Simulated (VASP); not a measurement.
```
CELL_PARAMETERS angstrom
     -1.89503     1.89503     3.34564
      1.89503    -1.89503     3.34564
      1.89503     1.89503    -3.34564
ATOMIC_POSITIONS crystal
  Sm 0.00000 0.00000 0.00000
  B  0.38378 0.38378 0.00000
  B  0.61622 0.61622 0.00000
```

Level of theory: PBEsol GGA, VASP's PBE PAW potentials (set 64) (plane waves; VASP 6.6.1). Settings: 600 eV cut-off, 10×10×10 Γ-centred mesh, first-order Methfessel-Paxton smearing of 0.10 eV, potentials Sm_3 B.

The 4f electrons are frozen in the core of the lanthanide potential, so 4f levels, which can set the real gap, and their magnetism are missing.

Each relaxation starts from this cell; other phases were not tried.

### Question
The cell is relaxed at 15 GPa. What happens?

### Answer
The volume per atom goes from 16.02 to 13.85 Å³ (-13.6 %), and the cell becomes a = 3.605 Å, b = 3.605 Å, c = 6.392 Å, α = 90.00°, β = 90.00°, γ = 90.00°, space group I4/mmm.

### Question
The cell is relaxed at 30 GPa. What happens?

### Answer
The volume per atom goes from 16.02 to 12.56 Å³ (-21.6 %), and the cell becomes a = 3.4863 Å, b = 3.4863 Å, c = 6.1989 Å, α = 90.00°, β = 90.00°, γ = 90.00°, space group I4/mmm.

Failed runs are left out, and for metals the shear rows, which the mesh's noise covers.

The structure was generated: SmB2 was put into the MoSi2 type (I4/mmm), which need not be its known phase. The electron count is odd and the run is not spin-polarised, which forces a metal.
